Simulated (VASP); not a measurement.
# Lattice of Mo, functional by functional

Aim: relax Mo at several levels of theory and compare the cells. The starting structure is a measured crystal structure from the Crystallography Open Database. The first relaxation on each setting starts from this cell expanded by 3 % in volume.

Main program and level: VASP 6.6.1; Kohn-Sham DFT with plane waves and PAW; PBEsol, LDA, PBE, PBEsol + D3(BJ), r2SCAN, r2SCAN + rVV10, vdW-DF-cx and TPSS.

### 1. Set-up

It takes space group Im-3m (No. 229, cubic). Conventional cell: a = 3.146 Å, b = 3.146 Å, c = 3.146 Å, α = 90.00°, β = 90.00°, γ = 90.00°. Mo has 8 Mo at 2.72 Å nearest.

### 2. Relaxation with PBEsol

PBEsol restores the gradient expansion of exchange and is tuned for the cells of solids. This run starts from the cell of an earlier relaxation, which isn't shown; the restart sets up the plane waves anew.

Input file INCAR:

```
SYSTEM = Mo
PREC = Accurate
ENCUT = 450
EDIFF = 1E-06
NELM = 100
ISMEAR = 1
SIGMA = 0.15
LREAL = .FALSE.
ALGO = Normal
GGA = PS
NBANDS = 13
LASPH = .TRUE.
LORBIT = 11
LWAVE = .FALSE.
LCHARG = .FALSE.
KPAR = 4
IBRION = 2
NSW = 50
ISIF = 3
EDIFFG = -0.006
```

Input file POSCAR:

```
Mo
1.0
   -1.5659567346      1.5659567346      1.5659567346
    1.5659567346     -1.5659567346      1.5659567346
    1.5659567346      1.5659567346     -1.5659567346
Mo
1
Direct
    0.0000000000      0.0000000000      0.0000000000
```

Input file KPOINTS:

```
Automatic mesh
0
Gamma
20 20 20
0 0 0
```

PAW data sets: Mo_sv (PBE family, release 64).

The run is started by

```sh
> mpirun -np 4 vasp_std
```

The log of the run:

```text
[banner, memory and clock lines left out]
running    4 mpi-ranks, on    1 nodes
 distrk:  each k-point on    1 cores,    4 groups
 distr:  one band on    1 cores,    1 groups

 POSCAR found type information on POSCAR Mo
 POSCAR found :  1 types and       1 ions
|                                                                             |
|               ----> ADVICE to this user running VASP <----                  |
|                                                                             |
|     You enforced a specific xc type in the INCAR file but a different       |
|     [... a line on the potential file left out ...]
|     I HOPE YOU KNOW WHAT YOU ARE DOING!                                     |
|                                                                             |

 LDA part: xc-table for (Slater+PW92), standard interpolation
 POSCAR, INCAR and KPOINTS ok, starting setup
 FFT: planning ... GRIDC
 FFT: planning ... GRID_SOFT
 FFT: planning ... GRID
 WAVECAR not read
 entering main loop
       N       E                     dE             d eps       ncg     rms          rms(c)
DAV:   1     0.809738838300E+02    0.80974E+02   -0.74551E+03  6772   0.999E+02
DAV:   2    -0.115650364288E+02   -0.92539E+02   -0.89150E+02  7571   0.291E+02
DAV:   3    -0.125333239372E+02   -0.96829E+00   -0.96520E+00  7486   0.297E+01
DAV:   4    -0.125354753674E+02   -0.21514E-02   -0.21512E-02  7491   0.168E+00
DAV:   5    -0.125354878273E+02   -0.12460E-04   -0.12461E-04  7556   0.114E-01    0.165E+01
DAV:   6    -0.118802546250E+02    0.65523E+00   -0.77898E-01  6836   0.108E+01    0.448E+00
DAV:   7    -0.117856381266E+02    0.94616E-01   -0.15004E-01  7396   0.450E+00    0.955E-01
DAV:   8    -0.117795966267E+02    0.60415E-02   -0.40032E-03  6906   0.799E-01    0.210E-01
DAV:   9    -0.117796124445E+02   -0.15818E-04   -0.85768E-05  7844   0.111E-01    0.880E-02
DAV:  10    -0.117796186934E+02   -0.62489E-05   -0.84319E-06  6931   0.333E-02    0.355E-03
DAV:  11    -0.117796188782E+02   -0.18474E-06   -0.68453E-08  3728   0.287E-03
   1 F= -.11779619E+02 E0= -.11779452E+02  d E =-.117796E+02
 curvature:   0.00 expect dE= 0.000E+00 dE for cont linesearch  0.000E+00
 trial: gam= 0.00000 g(F)=  0.243E-62 g(S)=  0.113E-04 ort = 0.000E+00 (trialstep = 0.100E+01)
 search vector abs. value=  0.113E-04
 bond charge predicted
       N       E                     dE             d eps       ncg     rms          rms(c)
DAV:   1    -0.117798927368E+02   -0.27404E-03   -0.59869E-03  6751   0.103E+00    0.196E-01
DAV:   2    -0.117796246434E+02    0.26809E-03   -0.41106E-04  6696   0.255E-01    0.327E-02
DAV:   3    -0.117796050153E+02    0.19628E-04   -0.61069E-05  7001   0.966E-02    0.295E-02
DAV:   4    -0.117796084150E+02   -0.33997E-05   -0.15350E-06  5986   0.129E-02    0.114E-03
DAV:   5    -0.117796084364E+02   -0.21421E-07   -0.11525E-07  3398   0.420E-03
   2 F= -.11779608E+02 E0= -.11779440E+02  d E =0.104418E-04
 trial-energy change:    0.000010  1 .order    0.000011   -0.000011    0.000033
 step:   0.2555(harm=  0.2555)  dis= 0.00000  next Energy=   -11.779620 (dE=-0.144E-05)
 bond charge predicted
       N       E                     dE             d eps       ncg     rms          rms(c)
DAV:   1    -0.117797785375E+02   -0.17012E-03   -0.33169E-03  6756   0.764E-01    0.145E-01
DAV:   2    -0.117796318869E+02    0.14665E-03   -0.22890E-04  6696   0.190E-01    0.243E-02
DAV:   3    -0.117796205879E+02    0.11299E-04   -0.33684E-05  6966   0.717E-02    0.218E-02
DAV:   4    -0.117796203889E+02    0.19905E-06   -0.84225E-07  5272   0.963E-03
   3 F= -.11779620E+02 E0= -.11779453E+02  d E =-.151073E-05
 curvature:  -0.13 expect dE=-0.228E-06 dE for cont linesearch -0.228E-06
 trial: gam= 0.00000 g(F)=  0.233E-61 g(S)=  0.179E-05 ort =-0.449E-05 (trialstep = 0.851E+00)
 search vector abs. value=  0.179E-05
 reached required accuracy - stopping structural energy minimisation
```

It took 8.8 s on 4 MPI ranks of Intel Xeon 6975P-C (Granite Rapids), shared host; peak memory 0.59 GiB.

Lines that name or quote the potential files are left out of all logs, and their timing lines are given in words.

Parts of OUTCAR (step 2):

```text
ion  position               nearest neighbor table
   1  0.000  0.000  0.000-

  LATTYP: Found a body centered cubic cell.
 ALAT       =     3.1319134692

 Subroutine GETGRP returns: Found 48 space group operations
 (whereof 48 operations were pure point group operations)

The static configuration has the point symmetry O_h .

 Found    256 irreducible k-points:

   k-points           NKPTS =    256   k-points in BZ     NKDIM =    256   number of bands    NBANDS=     13

   dimension x,y,z NGX =    20 NGY =   20 NGZ =   20
   dimension x,y,z NGXF=    40 NGYF=   40 NGZF=   40

   ENCUT  =  450.0 eV  33.07 Ry    5.75 a.u.   4.69  4.69  4.69*2*pi/ulx,y,z

   NELECT =      14.0000    total number of electrons

 k-points in reciprocal lattice and weights: Automatic mesh
   0.00000000  0.00000000  0.00000000       0.000
   0.05000000  0.00000000  0.00000000       0.002
   0.10000000  0.00000000  0.00000000       0.002
   0.15000000  0.00000000  0.00000000       0.002
   0.20000000  0.00000000  0.00000000       0.002
   0.25000000  0.00000000  0.00000000       0.002
   0.30000000  0.00000000  0.00000000       0.002
   0.35000000  0.00000000  0.00000000       0.002
   0.40000000  0.00000000  0.00000000       0.002
[...]
0.50000000  0.50000000  0.45000000       0.002
   0.50000000  0.50000000  0.50000000       0.000

 average (electrostatic) potential at core
       1 -68.7449

 E-fermi :  12.7719

 k-point     1 :       0.0000    0.0000    0.0000
  band No.  band energies     occupation
    ...
      4     -21.6902      2.00000
      5       5.4103      2.00000
      6      11.3505      2.00000
      7      11.3505      2.00000
      8      11.3505      2.00000
      9      14.4319     -0.00000
     10      14.4319     -0.00000
     11      27.5889      0.00000
     12      27.5889      0.00000
     13      27.5889      0.00000

 k-point     2 :       0.0500    0.0000    0.0000
  band No.  band energies     occupation
    ...
      4     -21.6906      2.00000
      5       5.5243      2.00000
      6      11.2853      2.00000
      7      11.3404      2.00000
      8      11.4575      2.00000
      9      14.3327     -0.00000
     10      14.4332     -0.00000
     11      27.6772      0.00000
     12      27.7810      0.00000
     13      27.8240      0.00000

 k-point     3 :       0.1000    0.0000    0.0000
  band No.  band energies     occupation
    ...
      4     -21.6916      2.00000
      5       5.8527      2.00000
      6      11.1016      2.00000
      7      11.2971      2.00000
      8      11.7748      2.00000
      9      14.1011     -0.00000
     10      14.4409     -0.00000
     11      27.9015      0.00000
     12      28.3436      0.00000
     13      28.4350      0.00000

  Total        0.0035141      0.0035141      0.0035141      0.0000000     -0.0000000     -0.0000000
  in kB        0.3666584      0.3666584      0.3666584      0.0000000     -0.0000000     -0.0000000
  external PRESSURE =       0.3666584 kB  Pullay stress =       0.0000000 kB

  energy-cutoff  :      450.00
  volume of cell :       15.36
      direct lattice vectors                 reciprocal lattice vectors
    -1.565786247  1.565786247  1.565786247     0.000000000  0.319328389  0.319328389
     1.565786247 -1.565786247  1.565786247     0.319328389  0.000000000  0.319328389
     1.565786247  1.565786247 -1.565786247     0.319328389  0.319328389  0.000000000

 POSITION                                       TOTAL-FORCE (eV/Angst)
 -----------------------------------------------------------------------------------
      0.00000      0.00000      0.00000         0.000000     -0.000000     -0.000000
 -----------------------------------------------------------------------------------
    total drift:                                0.000000     -0.000000      0.000000

  FREE ENERGIE OF THE ION-ELECTRON SYSTEM (eV)
  ---------------------------------------------------
  free  energy   TOTEN  =       -11.7796203889 eV

  energy  without entropy=      -11.7791192700  energy(sigma->0) =      -11.77945335

 reached required accuracy - stopping structural energy minimisation

 total charge
# of ion       s       p       d       tot
------------------------------------------
    1        2.391   6.214   3.940  12.544

[... 3 further parts left out ...]
```

The PAW data sets were made with PBE, which is usual practice but a small mismatch for other functionals. The run keeps the 48 symmetry operations of its start, so it cannot find a distortion of lower symmetry.

With PBEsol the relaxed cell holds 15.355 Å³ an atom, -1.38 % against the measured cell, with a = 3.132 Å.

### 3. Relaxation with LDA

LDA, the lowest rung, knows the local density alone. This run starts from the cell of an earlier relaxation, which isn't shown; the restart sets up the plane waves anew.

INCAR: that of step 2 with these lines changed.

```diff
@@ -9,3 +9,3 @@
 ALGO = Normal
-GGA = PS
+GGA = CA
 NBANDS = 13
```

Input file POSCAR:

```
Mo
1.0
   -1.5580018205      1.5580018205      1.5580018205
    1.5580018205     -1.5580018205      1.5580018205
    1.5580018205      1.5580018205     -1.5580018205
Mo
1
Direct
    0.0000000000      0.0000000000      0.0000000000
```

KPOINTS is that of step 2.

The projector-augmented-wave data sets are Mo_sv (LDA family, release 64).

The run is started by

```sh
> mpirun -np 4 vasp_std
```

The log of the run:

```text
[banner, memory and clock lines left out]
running    4 mpi-ranks, on    1 nodes
[...]
LDA part: xc-table for (Slater(with rela. corr.)+CA(PZ))
 , standard interpolation
 POSCAR, INCAR and KPOINTS ok, starting setup
[...]
entering main loop
       N       E                     dE             d eps       ncg     rms          rms(c)
DAV:   1     0.847986455277E+02    0.84799E+02   -0.72771E+03  6741   0.100E+03
DAV:   2    -0.118090156824E+02   -0.96608E+02   -0.93002E+02  7406   0.299E+02
DAV:   3    -0.128478856575E+02   -0.10389E+01   -0.10365E+01  7476   0.321E+01
DAV:   4    -0.128504045965E+02   -0.25189E-02   -0.25189E-02  7431   0.186E+00
[...]
DAV:   9    -0.121316175764E+02    0.39571E-04   -0.14012E-04  7827   0.144E-01    0.714E-02
DAV:  10    -0.121316283237E+02   -0.10747E-04   -0.78965E-06  7006   0.325E-02    0.223E-03
DAV:  11    -0.121316283593E+02   -0.35615E-07   -0.46376E-08  3743   0.240E-03
   1 F= -.12131628E+02 E0= -.12131457E+02  d E =-.121316E+02
[...]
DAV:   2    -0.121316312879E+02    0.30672E-03   -0.48256E-04  6686   0.292E-01    0.326E-02
DAV:   3    -0.121316114769E+02    0.19811E-04   -0.67240E-05  6991   0.104E-01    0.343E-02
DAV:   4    -0.121316147333E+02   -0.32564E-05   -0.17725E-06  6417   0.134E-02    0.123E-03
DAV:   5    -0.121316147346E+02   -0.13094E-08   -0.10679E-07  3398   0.429E-03
   2 F= -.12131615E+02 E0= -.12131443E+02  d E =0.136247E-04
 trial-energy change:    0.000014  1 .order    0.000013   -0.000012    0.000038
 step:   0.2453(harm=  0.2453)  dis= 0.00000  next Energy=   -12.131630 (dE=-0.152E-05)
[...]
N       E                     dE             d eps       ncg     rms          rms(c)
DAV:   1    -0.121318138930E+02   -0.19916E-03   -0.38525E-03  6761   0.847E-01    0.166E-01
DAV:   2    -0.121316390160E+02    0.17488E-03   -0.27639E-04  6696   0.221E-01    0.247E-02
DAV:   3    -0.121316278046E+02    0.11211E-04   -0.38213E-05  6951   0.785E-02    0.256E-02
DAV:   4    -0.121316296129E+02   -0.18083E-05   -0.10039E-06  5504   0.102E-02    0.879E-04
DAV:   5    -0.121316296102E+02    0.27503E-08   -0.73778E-08  3343   0.354E-03
   3 F= -.12131630E+02 E0= -.12131458E+02  d E =-.125087E-05
[...]
reached required accuracy - stopping structural energy minimisation
```

Wall time 9.4 s (4 MPI ranks); peak memory 0.6 GiB.

From OUTCAR (step 3):

```text
  Total        0.0009762      0.0009762      0.0009762      0.0000000      0.0000000      0.0000000
  in kB        0.1034294      0.1034294      0.1034294      0.0000000      0.0000000      0.0000000
  external PRESSURE =       0.1034294 kB  Pullay stress =       0.0000000 kB

 POSITION                                       TOTAL-FORCE (eV/Angst)
 -----------------------------------------------------------------------------------
      0.00000      0.00000      0.00000         0.000000     -0.000000      0.000000
 -----------------------------------------------------------------------------------
    total drift:                                0.000000     -0.000000      0.000000

  FREE ENERGIE OF THE ION-ELECTRON SYSTEM (eV)
  ---------------------------------------------------
  free  energy   TOTEN  =       -12.1316296102 eV

  energy  without entropy=      -12.1311160837  energy(sigma->0) =      -12.13145843

[... 2 parts as in an earlier step ...]

[... 2 further parts left out ...]
[key lines of the parts left out:]
E-fermi :  13.0348
```

With LDA the relaxed cell holds 15.122 Å³ an atom, -2.87 % against the measured cell, with a = 3.116 Å. That is -1.52 % from PBEsol.

### 4. Relaxation with PBE

PBE, the usual starting point, adds the gradient of the density.

INCAR: that of step 3 with these lines changed.

```diff
@@ -9,3 +9,3 @@
 ALGO = Normal
-GGA = CA
+GGA = PE
 NBANDS = 13
```

Input file POSCAR:

```
Mo
1.0
   -1.5886217258      1.5886217258      1.5886217258
    1.5886217258     -1.5886217258      1.5886217258
    1.5886217258      1.5886217258     -1.5886217258
Mo
1
Direct
    0.0000000000      0.0000000000      0.0000000000
```

KPOINTS is that of step 3.

PAW data sets: Mo_sv (PBE family, release 64).

The run is started by

```sh
> mpirun -np 4 vasp_std
```

The log of the run:

```text
[banner, memory and clock lines left out]
running    4 mpi-ranks, on    1 nodes
[...]
LDA part: xc-table for (Slater+PW92), standard interpolation
 POSCAR, INCAR and KPOINTS ok, starting setup
[...]
entering main loop
       N       E                     dE             d eps       ncg     rms          rms(c)
DAV:   1     0.827546168283E+02    0.82755E+02   -0.74875E+03  6754   0.996E+02
DAV:   2    -0.105736742671E+02   -0.93328E+02   -0.89807E+02  7571   0.289E+02
DAV:   3    -0.116157213302E+02   -0.10420E+01   -0.10397E+01  7506   0.305E+01
DAV:   4    -0.116180673526E+02   -0.23460E-02   -0.23460E-02  7326   0.177E+00
[...]
DAV:   9    -0.109347691809E+02   -0.76278E-04   -0.98057E-05  7711   0.120E-01    0.793E-02
DAV:  10    -0.109347770018E+02   -0.78209E-05   -0.12051E-05  6911   0.394E-02    0.627E-03
DAV:  11    -0.109347773513E+02   -0.34950E-06   -0.13430E-07  4028   0.402E-03
   1 F= -.10934777E+02 E0= -.10934730E+02  d E =-.109348E+02
[...]
DAV:   6    -0.109179669946E+02    0.47977E-05   -0.36298E-06  6886   0.232E-02    0.256E-03
DAV:   7    -0.109179665091E+02    0.48550E-06   -0.93688E-08  3678   0.388E-03
   2 F= -.10917967E+02 E0= -.10917817E+02  d E =0.168108E-01
 trial-energy change:    0.016811  1 .order    0.017356   -0.018280    0.052993
 step:   0.2654(harm=  0.2565)  dis= 0.00000  next Energy=   -10.937214 (dE=-0.244E-02)
[...]
N       E                     dE             d eps       ncg     rms          rms(c)
DAV:   1    -0.111952701404E+02   -0.27730E+00   -0.54047E+00  6751   0.309E+01    0.499E+00
DAV:   2    -0.109505241507E+02    0.24475E+00   -0.40112E-01  6671   0.776E+00    0.100E+00
DAV:   3    -0.109355058755E+02    0.15018E-01   -0.50665E-02  6981   0.275E+00    0.651E-01
DAV:   4    -0.109372298562E+02   -0.17240E-02   -0.11411E-03  6886   0.353E-01    0.694E-02
DAV:   5    -0.109372644708E+02   -0.34615E-04   -0.48635E-05  7666   0.797E-02    0.686E-03
DAV:   6    -0.109372658313E+02   -0.13605E-05   -0.63061E-07  4617   0.952E-03    0.589E-04
DAV:   7    -0.109372658928E+02   -0.61530E-07   -0.40693E-08  3353   0.247E-03
   3 F= -.10937266E+02 E0= -.10937190E+02  d E =-.248854E-02
[...]
reached required accuracy - stopping structural energy minimisation
```

Elapsed: 11 s, on 4 MPI ranks; peak memory 0.64 GiB.

OUTCAR, selected parts (step 4):

```text
  Total       -0.0049643     -0.0049643     -0.0049643     -0.0000000     -0.0000000      0.0000000
  in kB       -0.5027928     -0.5027928     -0.5027928     -0.0000000     -0.0000000      0.0000000
  external PRESSURE =      -0.5027928 kB  Pullay stress =       0.0000000 kB

 POSITION                                       TOTAL-FORCE (eV/Angst)
 -----------------------------------------------------------------------------------
     -0.00000      0.00000      0.00000         0.000000     -0.000000     -0.000000
 -----------------------------------------------------------------------------------
    total drift:                                0.000000     -0.000000      0.000000

  FREE ENERGIE OF THE ION-ELECTRON SYSTEM (eV)
  ---------------------------------------------------
  free  energy   TOTEN  =       -10.9372658928 eV

  energy  without entropy=      -10.9370377102  energy(sigma->0) =      -10.93718983

[... 2 parts as in an earlier step ...]

[... 2 further parts left out ...]
[key lines of the parts left out:]
E-fermi :  12.4231
```

With PBE the relaxed cell holds 15.819 Å³ an atom, +1.60 % against the measured cell, with a = 3.163 Å. That is +3.02 % from PBEsol.

(Continued in part 2 of 3.)

[Lines on the potential files, build, host, timing and source positions are cut from VASP's logs without a mark.]

[Logs are printed without paths, hosts, clocks, repeated set-up lines and the standing remarks that a program may print on its own settings, such as how far it seeks lower states.]

[Hosts, paths, dates, database ids (printed as entryN), source tags and the programs' standing remarks are cut or masked in the printed files.]
